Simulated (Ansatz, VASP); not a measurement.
## Zr2CO2: VASP beside Ansatz

Aim: how closely do two programs agree when they are given the same cell, functional and k mesh? The cell is taken from a series of runs on this material, whose earlier steps may have relaxed, scaled, displaced or heated it; both programs get it as it stands.

Method: plane waves, with VASP 6.6.1 beside it; single point at PBEsol, in Ansatz 0.2.0.

### 1. The starting structure

The cell holds 5 atoms: 1 C, 2 Zr and 2 O. Cell: a = 3.300 Å, b = 3.300 Å, c = 20.000 Å, α = 90.0°, β = 90.0°, γ = 120.0°. Vacuum lies along c.

Structure file:

```cif
data_structure
_symmetry_space_group_name_H-M 'P 1'
_symmetry_Int_Tables_number 1
_cell_length_a 3.3000
_cell_length_b 3.3000
_cell_length_c 20.0000
_cell_angle_alpha 90.000
_cell_angle_beta 90.000
_cell_angle_gamma 120.000
_cell_volume 188.62
loop_
_atom_site_label
_atom_site_type_symbol
_atom_site_fract_x
_atom_site_fract_y
_atom_site_fract_z
_atom_site_occupancy
C1 C 0.00000 0.00000 0.50000 1
Zr2 Zr 0.33333 0.66667 0.56000 1
Zr3 Zr 0.66667 0.33333 0.44000 1
O4 O 0.66667 0.33333 0.61000 1
O5 O 0.33333 0.66667 0.39000 1
```

### 2. VASP: single point, PBEsol

With cell and atoms fixed, the geometry can't cause a difference; cores, projectors, grids and the points listed under the comparison can.

Lines of VASP's logs that name or quote its potential files are left out, and so is its time.

Input file INCAR:

```
SYSTEM = Zr2CO2
PREC = Accurate
ENCUT = 520
EDIFF = 1E-06
NELM = 120
ISMEAR = 0
SIGMA = 0.1
LREAL = .FALSE.
ALGO = Normal
GGA = PS
NBANDS = 26
LASPH = .TRUE.
LORBIT = 11
LWAVE = .FALSE.
LCHARG = .FALSE.
ISIF = 2
LDIPOL = .TRUE.
IDIPOL = 3
DIPOL = 0.5 0.5 0.5
LVHAR = .TRUE.
GGA_COMPAT = .FALSE.
EFERMI = MIDGAP
NELMDL = -8
KPAR = 2
```

Input file POSCAR:

```
Zr2CO2
1.0
    3.3000000000      0.0000000000      0.0000000000
   -1.6500000000      2.8578800000      0.0000000000
    0.0000000000      0.0000000000     20.0000000000
C Zr O
1 2 2
Direct
    0.0000000000      0.0000000000      0.5000000000
    0.3333333333      0.6666666667      0.5600000000
    0.6666666667      0.3333333333      0.4400000000
    0.6666666667      0.3333333333      0.6100000000
    0.3333333333      0.6666666667      0.3900000000
```

Input file KPOINTS:

```
Automatic mesh
0
Gamma
6 6 1
0 0 0
```

Potentials, in the order of the species: C, Zr_sv and O (PBE family, release 64).

Started as:

```sh
$ mpirun -np 2 vasp_std
```

Numbers of over 12 decimals in the logs are rounded to 6 here.

Log:

```text
[banner, memory and clock lines left out]
running    2 mpi-ranks, on    1 nodes
 distrk:  each k-point on    1 cores,    2 groups
 distr:  one band on    1 cores,    1 groups

 POSCAR found type information on POSCAR C ZrO
 POSCAR found :  3 types and       5 ions
|                                                                             |
|               ----> ADVICE to this user running VASP <----                  |
|                                                                             |
|     You enforced a specific xc type in the INCAR file but a different       |
|     [... a line on the potential file left out ...]
|     I HOPE YOU KNOW WHAT YOU ARE DOING!                                     |
|                                                                             |

 LDA part: xc-table for (Slater+PW92), standard interpolation
 POSCAR, INCAR and KPOINTS ok, starting setup
 FFT: planning ... GRIDC
 FFT: planning ... GRID_SOFT
 FFT: planning ... GRID
 WAVECAR not read
 entering main loop
       N       E                     dE             d eps       ncg     rms          rms(c)
DAV:   1     0.425182868760E+03    0.42518E+03   -0.20622E+04   404   0.134E+03
DAV:   2    -0.125259588750E+02   -0.43771E+03   -0.42875E+03   442   0.386E+02
DAV:   3    -0.548176631311E+02   -0.42292E+02   -0.41845E+02   554   0.111E+02
DAV:   4    -0.576703546231E+02   -0.28527E+01   -0.28481E+01   608   0.255E+01
DAV:   5    -0.578114311636E+02   -0.14108E+00   -0.14107E+00   552   0.362E+00
DAV:   6    -0.578135778017E+02   -0.21466E-02   -0.21466E-02   512   0.576E-01
DAV:   7    -0.578137122370E+02   -0.13444E-03   -0.13443E-03   544   0.935E-02
DAV:   8    -0.578137145504E+02   -0.23135E-05   -0.23135E-05   544   0.191E-02    0.361E+01
DAV:   9    -0.490656318402E+02    0.87481E+01   -0.57612E+01   418   0.400E+01    0.157E+01
DAV:  10    -0.488817946784E+02    0.18384E+00   -0.75360E+00   466   0.158E+01    0.822E+00
DAV:  11    -0.486876613350E+02    0.19413E+00   -0.15097E+00   458   0.792E+00    0.161E+00
DAV:  12    -0.486763704428E+02    0.11291E-01   -0.16945E-01   504   0.262E+00    0.596E-01
DAV:  13    -0.486745538305E+02    0.18166E-02   -0.35205E-02   514   0.129E+00    0.271E-01
DAV:  14    -0.486729820476E+02    0.15718E-02   -0.82233E-03   484   0.524E-01    0.714E-02
[...]
DAV:  19    -0.486744941589E+02   -0.76088E-04   -0.33280E-05   436   0.273E-02    0.509E-03
DAV:  20    -0.486745838270E+02   -0.89668E-04   -0.76787E-06   358   0.163E-02    0.664E-03
DAV:  21    -0.486746296485E+02   -0.45821E-04   -0.33954E-06   366   0.938E-03    0.415E-03
DAV:  22    -0.486746707444E+02   -0.41096E-04   -0.42739E-06   392   0.887E-03    0.151E-03
DAV:  23    -0.486747018550E+02   -0.31111E-04   -0.20519E-06   358   0.404E-03    0.170E-03
DAV:  24    -0.486747102370E+02   -0.83821E-05   -0.49869E-07   316   0.308E-03    0.225E-04
DAV:  25    -0.486747121792E+02   -0.19422E-05   -0.72406E-08   232   0.133E-03    0.311E-04
DAV:  26    -0.486747125731E+02   -0.39385E-06   -0.17643E-08   208   0.715E-04
   1 F= -.48674713E+02 E0= -.48674713E+02  d E =-.236547E-17
```

Parts of OUTCAR (step 2):

```text
ion  position               nearest neighbor table
   1  0.000  0.000  0.500-   2 2.25   3 2.25   3 2.25   2 2.25   3 2.25   2 2.25
   2  0.333  0.667  0.560-   4 2.15   4 2.15   4 2.15   1 2.25   1 2.25   1 2.25   3 3.06   3 3.06
                             3 3.06
   3  0.667  0.333  0.440-   5 2.15   5 2.15   5 2.15   1 2.25   1 2.25   1 2.25   2 3.06   2 3.06
                             2 3.06
   4  0.667  0.333  0.610-   2 2.15   2 2.15   2 2.15
   5  0.333  0.667  0.390-   3 2.15   3 2.15   3 2.15

  LATTYP: Found a hexagonal cell.
 ALAT       =     3.3000000000
 C/A-ratio  =     6.0606060606

 Subroutine GETGRP returns: Found 12 space group operations
 (whereof 12 operations were pure point group operations)

The static configuration has the point symmetry D_3d.

 Found      7 irreducible k-points:

   k-points           NKPTS =      7   k-points in BZ     NKDIM =      7   number of bands    NBANDS=     26

   dimension x,y,z NGX =    28 NGY =   28 NGZ =  150
   dimension x,y,z NGXF=    56 NGYF=   56 NGZF=  300

   ENCUT  =  520.0 eV  38.22 Ry    6.18 a.u.   6.14  6.14 37.19*2*pi/ulx,y,z

   NELECT =      40.0000    total number of electrons

 k-points in reciprocal lattice and weights: Automatic mesh
   0.00000000  0.00000000  0.00000000       0.028
   0.16666667 -0.00000000  0.00000000       0.167
   0.33333333 -0.00000000  0.00000000       0.167
   0.50000000 -0.00000000  0.00000000       0.083
   0.16666667  0.16666667  0.00000000       0.167
   0.33333333  0.16666667  0.00000000       0.333
   0.33333333  0.33333333  0.00000000       0.056

 dipolmoment           0.000000      0.000000     -0.000000 electrons x Angstroem

 average (electrostatic) potential at core
       1 -54.8068       2 -84.5067       3 -84.5067       4 -76.3708       5 -76.3708

 E-fermi :  -1.7240

 k-point     1 :       0.0000    0.0000    0.0000
  band No.  band energies     occupation
    ...
     16      -5.4423      2.00000
     17      -4.9622      2.00000
     18      -2.6706      2.00000
     19      -2.3218      2.00000
     20      -2.3218      2.00000
     21      -0.4491      0.00000
     22      -0.4491      0.00000
     23       0.7652      0.00000
     24       2.3799      0.00000
     25       2.3799      0.00000
    ...

 k-point     2 :       0.1667   -0.0000    0.0000
  band No.  band energies     occupation
    ...
     16      -5.2994      2.00000
     17      -4.5872      2.00000
     18      -3.6717      2.00000
     19      -3.0109      2.00000
     20      -2.4229      2.00000
     21      -0.4872      0.00000
     22       0.4962      0.00000
     23       1.0541      0.00000
     24       2.6042      0.00000
     25       2.7013      0.00000
    ...

 k-point     3 :       0.3333   -0.0000    0.0000
  band No.  band energies     occupation
    ...
     16      -5.1025      2.00000
     17      -5.0132      2.00000
     18      -3.7186      2.00000
     19      -3.3100      2.00000
     20      -2.8461      2.00000
     21      -0.9605      0.00000
     22       1.7028      0.00000
     23       2.1199      0.00000
     24       2.5984      0.00000
     25       3.3062      0.00000
    ...

  Total        0.7751977      0.7751956      8.8718451     -0.0000000     -0.0000000     -0.0000000
  in kB        6.5846868      6.5846691     75.3592569     -0.0000000     -0.0000000     -0.0000000
  external PRESSURE =      29.5095376 kB  Pullay stress =       0.0000000 kB

  energy-cutoff  :      520.00
  volume of cell :      188.62
      direct lattice vectors                 reciprocal lattice vectors
     3.300000000  0.000000000  0.000000000     0.303030303  0.174954862  0.000000000
    -1.650000000  2.857880000  0.000000000     0.000000000  0.349909723  0.000000000
     0.000000000  0.000000000 20.000000000     0.000000000  0.000000000  0.050000000

 POSITION                                       TOTAL-FORCE (eV/Angst)
 -----------------------------------------------------------------------------------
      0.00000      0.00000     10.00000        -0.000000      0.000000     -0.000000
     -0.00000      1.90525     11.20000        -0.000000      0.000000      5.564866
      1.65000      0.95263      8.80000        -0.000000     -0.000000     -5.564866
      1.65000      0.95263     12.20000         0.000000      0.000000     -1.003595
     -0.00000      1.90525      7.80000        -0.000000      0.000000      1.003595
 -----------------------------------------------------------------------------------
    total drift:                                0.000000     -0.000000     -0.000000

  FREE ENERGIE OF THE ION-ELECTRON SYSTEM (eV)
  ---------------------------------------------------
  free  energy   TOTEN  =       -48.6747125731 eV

  energy  without entropy=      -48.6747125731  energy(sigma->0) =      -48.67471257

 vacuum level on the upper side and lower side of the slab         4.608         4.608

 total charge
# of ion       s       p       d       tot
------------------------------------------
    1        0.886   1.603   0.000   2.489
    2        2.195   6.073   1.590   9.858
    3        2.195   6.073   1.590   9.858
    4        1.568   3.417   0.000   4.985
    5        1.568   3.417   0.000   4.985
--------------------------------------------------
tot          8.413  20.583   3.179  32.175

[... 3 further parts left out ...]
```

The run ends at a pressure of 2.95 GPa, with forces up to 5.6 eV/Å.

### 3. Ansatz: single point, PBEsol

Ansatz runs on its PAW soft_1 files.

The same cell, functional, mesh and smearing now go to Ansatz, which takes its cutoff from its data sets.

Input file input.yaml:

```yaml
crystal:
  lattice:
    - [3.3, 0.0, 0.0]
    - [-1.65, 2.85788, 0.0]
    - [0.0, 0.0, 20.0]
  atoms:
    - { symbol: C, position: [0.0, 0.0, 0.5] }
    - { symbol: Zr, position: [0.333333, 0.666667, 0.56] }
    - { symbol: Zr, position: [0.666667, 0.333333, 0.44] }
    - { symbol: O, position: [0.666667, 0.333333, 0.61] }
    - { symbol: O, position: [0.333333, 0.666667, 0.39] }
  periodic: [true, true, false]
kpoints:
  mp_grid: { grid: [6, 6, 1] }
hamiltonian:
  xc: pbesol
  pseudopotentials: { kind: paw, azcp: { folder: soft_1 }, xc_functional: pbe }
scf:
  occupations: { method: gaussian, width: 0.1 }
output:
  forces: true
  stress: true
  eigenvalues: true
```

Started as:

```sh
$ ansatz run input.yaml --threads 4 --pin off --max-ram 16384MiB --backend cpu --events-out ev --progress --plain --runs-dir out
```

Log:

```text
Warning: crystal.periodic: the lattice vector that does not repeat stood 0.000° off the slab's normal, 20.000 Å along it as the deck builds it. The run solves the slab on a vector along the normal, 32.600 Å long, with every atom where it was (on the deck's vector they left 15.60 Å outside them, and the widest stretch free of ions among them is 1.20 Å). A fractional position that the run reports is one of the run's ce [...]
Warning: the atoms were moved onto the symmetric positions of the space group found under crystal.symmetry.tolerance 1.0e-5 (fractional; no operation is sought that the atoms, as they stand in a round, miss by more than twice it, and no atom is moved by as much as it), and the run uses the moved positions. Before a round's move an operation carried an atom to 3.30e-6 Å from where it should land, the largest such dist [...]
crystal.periodic: the lattice vector that does not repeat stood 0.000° off the slab's normal, 20.000 Å along it as the deck builds it. The run solves the slab on a vector along the normal, 32.600 Å long, with every atom where it was (on the deck's vector they left 15.60 Å outside them, and the widest stretch free of ions among them is 1.20 Å). A fractional position that the run reports is one of the run's cell, which [...]
Engine: ansatz 0.2.0, aarch64-unknown-linux-gnu
Pseudopotentials: kind: paw
Pseudopotential: C, paw, valence charge 4, recommended cutoff 420 eV (normal), soft_1/C.paw.azcp
Pseudopotential: Zr, paw, valence charge 12, recommended cutoff 420 eV (normal), soft_1/Zr.paw.azcp
Pseudopotential: O, paw, valence charge 6, recommended cutoff 420 eV (normal), soft_1/O.paw.azcp
Functional definition: PBEsol
  exchange = pbesol_x
  correlation = pbesol_c
Crystal: 5 atoms, lattice volume = 307.451 Å³
Basis set: ecut = 420 eV, 6121 PW (Γ), exchange–correlation on 48×48×450 points (8 copies of the dense FFT grid, shifted against one another)
Bands: 25, of which v1, the nominal top of the filled ones, is band 20 counted from 1 (19 counted from 0)
Symmetry: 12 space group operations
Space group: P-3m1 (ITA 164), of the structure as read, at distance tolerance 6.7e-5 Å
k-points: 7 of 36
Non-local potential: C, projectors of the file, l = 0: 2, l = 1: 2, l = 2: 1
Non-local potential: Zr, projectors of the file, l = 0: 3, l = 1: 2, l = 2: 2, l = 3: 1
Non-local potential: O, projectors of the file, l = 0: 2, l = 1: 2, l = 2: 1
PAW form: soft (Blöchl's): semilocal exchange-correlation on the pseudo side does not see the compensation charge
PAW frozen core: C, regenerated for the run's functional, and the local potential with it (the file was generated under x = pbe(κ = 0.804, μ = 0.219515), c = pbe(β = 0.066725))
PAW frozen core: Zr, regenerated for the run's functional, and the local potential with it (the file was generated under x = pbe(κ = 0.804, μ = 0.219515), c = pbe(β = 0.066725))
PAW frozen core: O, regenerated for the run's functional, and the local potential with it (the file was generated under x = pbe(κ = 0.804, μ = 0.219515), c = pbe(β = 0.066725))
PAW one-centre angular grid: C, 110 points (default); XC on 64 Gauss nodes
PAW one-centre angular grid: Zr, 590 points (default); XC on 64 Gauss nodes
PAW one-centre angular grid: O, 110 points (default); XC on 64 Gauss nodes
Initial density: superposition of atomic densities (neutral atoms: chi_scale 0, normalization atom)
Initial wavefunctions: pseudopotential atomic-orbital guess
Functional: x = pbesol(κ = 0.804, μ = 0.123457), c = pbesol(β = 0.046)
SCF iter   1: F=—  HF=-9636.905820 eV  |F-HF|=—  |Δ(HF+E_count)|=         —  Δρ=7.37e-2  dr2=2.19e1  ethr=3.10e-3  ⟨swp⟩=11.9  Hψ=1366  notcnv=0
preconditioner: auto → Resta (q_TF=auto, 1.942 Å⁻¹)  ε∞=1.6  [insulator: Δε(μ)=2.994 eV  Ē_g=17.045 eV  σ=0.100 eV  W_gap=1.00  n_scr=20 (ndim 8)  ℏωp=12.7 eV  f_vac=0.755  D(μ)=0.00/eV (n_scr^D=0)  ε∞_Penn≈1.6  vacuum switching on, ρ_ref=2.1e-2 e/Å³]
SCF iter   2: F=—  HF=-9632.510237 eV  |F-HF|=—  |Δ(HF+E_count)|=    4.40e0  Δρ=5.21e-2  dr2=7.43e0  ethr=3.10e-3  ⟨swp⟩=5.4  Hψ=650  notcnv=0  defer=7
SCF iter   3: F=—  HF=-9631.182695 eV  |F-HF|=—  |Δ(HF+E_count)|=    1.33e0  Δρ=1.50e-2  dr2=9.01e-1  ethr=3.10e-3  ⟨swp⟩=4.7  Hψ=498  notcnv=0  defer=4
SCF iter   4: F=—  HF=-9631.045717 eV  |F-HF|=—  |Δ(HF+E_count)|=   1.37e-1  Δρ=7.96e-3  dr2=1.20e-1  ethr=2.25e-3  ⟨swp⟩=3.1  Hψ=328  notcnv=0  defer=4
SCF iter   5: F=—  HF=-9631.038464 eV  |F-HF|=—  |Δ(HF+E_count)|=   7.25e-3  Δρ=2.13e-3  dr2=1.40e-2  ethr=3.00e-4  ⟨swp⟩=3.6  Hψ=452  notcnv=0  defer=7
SCF iter   6: F=—  HF=-9631.037042 eV  |F-HF|=—  |Δ(HF+E_count)|=   1.42e-3  Δρ=5.69e-4  dr2=8.12e-4  ethr=3.51e-5  ⟨swp⟩=3.3  Hψ=350  notcnv=0  defer=7
SCF iter   7: F=—  HF=-9631.037096 eV  |F-HF|=—  |Δ(HF+E_count)|=   5.45e-5  Δρ=1.36e-4  dr2=3.35e-5  ethr=2.03e-6  ⟨swp⟩=3.6  Hψ=379  notcnv=0  defer=7
SCF iter   8: F=—  HF=-9631.036970 eV  |F-HF|=—  |Δ(HF+E_count)|=   1.27e-4  Δρ=1.98e-5  dr2=1.04e-6  ethr=8.37e-8  ⟨swp⟩=3.9  Hψ=438  notcnv=0  defer=7
SCF iter   9: F=-9631.036970 eV  HF=-9631.036970 eV  |F-HF|=2.38e-8  |Δ(HF+E_count)|=   3.85e-7  Δρ=5.51e-6  dr2=8.45e-8  ethr=2.50e-10  ⟨swp⟩=19.7  Hψ=1650  notcnv=0
SCF 1 converged in 9 iterations: F = -9631.036970 eV  dr2 = 8.45e-8
  greatest PAW one-centre occupation: 0.996 electrons in one spin orbital (limit 2), on the Zr atom at site 2 (counted from 0), in its partial waves of l = 0
SCF converged after 9 iterations
Free energy (F): -9631.036970 eV
Harris-Foulkes:  -9631.036970 eV  (|F-HF|=2.38e-8)
Internal energy: -9631.036970 eV  (E = F + TS)
E sigma→0 (E₀):  -9631.036970 eV
Fermi energy:    -6.318951 eV
--- Per-component energies (eV) ---
  E_band       = -905.789054
  E_kinetic    = 1062.146750
  E_local      = -98724.481814  (includes V_loc(G=0)·N_el)
  E_nonlocal   = 277.393338
  E_hartree    = 48685.897794
  E_xc         = -499.853306
  E_vxc        = -609.690883  (∫ρ·V_xc dr)
  E_paw        = -6227.910426  (= ΣΔE_a)
  E_vpaw       = -282.970781  (= ΣTr[D̂ρ^β])
  E_aug_tail   = 0.001499  (compensation charges beyond the density's cutoff)
  E_ewald      = 45795.346077
  E_core_change = 0.423118  (= ΣΔE_core)
  E_smearing   = -0.000000  (= −TS)
  E_closure    = 0.000000  (closes the sum)
  Σ components = -9631.036970   (vs F -9631.036970, Δ=0.00e0)
--- Forces (eV/Å), atoms counted from 1 ---
  atom   1  C     -0.00000000     0.00000000     0.00000000
  atom   2  Zr     0.00000000    -0.00000000     5.56444807
  atom   3  Zr    -0.00000000     0.00000000    -5.56444807
  atom   4  O     -0.00000000    -0.00000000    -1.03272063
  atom   5  O      0.00000000     0.00000000     1.03272063
  max |Σ_I F_I| component: 1.78e-15 eV/Å
--- 2D stress c σ (N/m, compression-positive) ---
        1.015553       0.000000       0.000000
        0.000000       1.015553       0.000000
        0.000000       0.000000       0.000000
  P = ½ c Tr σ = 1.0156 N/m
--- Band table (eV; the first three rows and the last of 7) ---
  k-point 0: bands = [... 16 lower, -9.5623, -7.2611, -6.9153, -6.9153, -5.0390, -5.0390, -3.8268, -2.2127, ... 1 higher]
  k-point 1: bands = [... 16 lower, -9.1865, -8.2637, -7.6040, -7.0167, -5.0781, -4.0960, -3.5374, -1.9916, ... 1 higher]
  k-point 2: bands = [... 16 lower, -9.6138, -8.3165, -7.9037, -7.4404, -5.5529, -2.8928, -2.4751, -1.9965, ... 1 higher]
  k-point 6: bands = [... 16 lower, -9.2768, -8.4865, -8.3348, -8.3348, -3.8947, -3.5387, -3.5387, -1.1564, ... 1 higher]
```

### 4. Differences

Known differences besides the potentials themselves: Ansatz cuts the interaction across the vacuum, VASP repeats the sheet with a dipole correction; the cutoff is 420 eV in Ansatz and 520 eV in VASP; Ansatz makes its cores anew for this functional, VASP keeps those of its PBE data sets. Total energies have different zeros and are not compared.

The two programs side by side:

| quantity | Ansatz | VASP | difference |
| --- | --- | --- | --- |
| gap on the k mesh (eV) | 1.196 | 1.196 | 0.000 |

Forces (eV/Å; atoms numbered as in POSCAR):

```
atom        Ansatz x, y, z          VASP x, y, z
  C1   0.000, 0.000, 0.000   0.000, 0.000, 0.000
 Zr2   0.000, 0.000, 5.564   0.000, 0.000, 5.565
 Zr3  0.000, 0.000, -5.564  0.000, 0.000, -5.565
  O4  0.000, 0.000, -1.033  0.000, 0.000, -1.004
  O5   0.000, 0.000, 1.033   0.000, 0.000, 1.004
```

The forces differ by 11 meV/Å r.m.s., which is 0.5 % of the r.m.s. force of 2.065 eV/Å (both taken over all components). A gap on the mesh is an upper bound, since the band edges may lie between its points. With vacuum in the cell, a pressure given here is an average over mostly empty space and none of the material.

### 5. Summary of results

| Item | Value |
| --- | --- |
| r.m.s. force difference (single point, PBEsol) | 0.52 % of the r.m.s. force |

**Reading.** The r.m.s. force difference is 0.52 % of the r.m.s. force (single point, PBEsol), within the 3 % picked in this series as the mark of a large difference. How closely two codes agree says nothing of how well the functional describes the real material.

[Lines on the potential files, build, host, timing and source positions are cut from VASP's logs without a mark.]

[Logs are printed without paths, hosts, clocks, repeated set-up lines and the standing remarks that a program may print on its own settings, such as how far it seeks lower states.]

[Hosts, paths, dates, database ids (printed as entryN), source tags and the programs' standing remarks are cut or masked in the printed files.]
